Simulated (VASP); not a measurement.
A cell of Mo (bcc) near equilibrium:

```xyz
1
Lattice="-1.5764 1.5764 1.5764 1.5764 -1.5764 1.5764 1.5764 1.5764 -1.5764" Properties=species:S:1:pos:R:3 pbc="T T T"
Mo     0.0000     0.0000     0.0000
```

The numbers are results of r2SCAN meta-GGA, VASP's PBE PAW potentials (set 64) (plane waves; VASP), not measurements.

```
run               ΔE (meV/atom)     σxx     σyy     σzz  largest shear component, with its sign (GPa)  largest force (eV/Å)
----------------  -------------  ------  ------  ------  --------------------------------------------  --------------------
as it is                    0.0    0.22    0.22    0.22                                          0.00                 0.000
after one change          166.4  -24.73  -24.73  -24.73                                          0.00                 0.000
```
Stress is in GPa, positive when the cell is compressed.

Q: Which change was made?
(A) isotropic strain of +2.0 %
(B) isotropic strain of +4.0 %
(C) uniaxial strain of -4.0 % along x

A: B, isotropic strain of +4.0 %

The compound is Mo in the bcc structure.
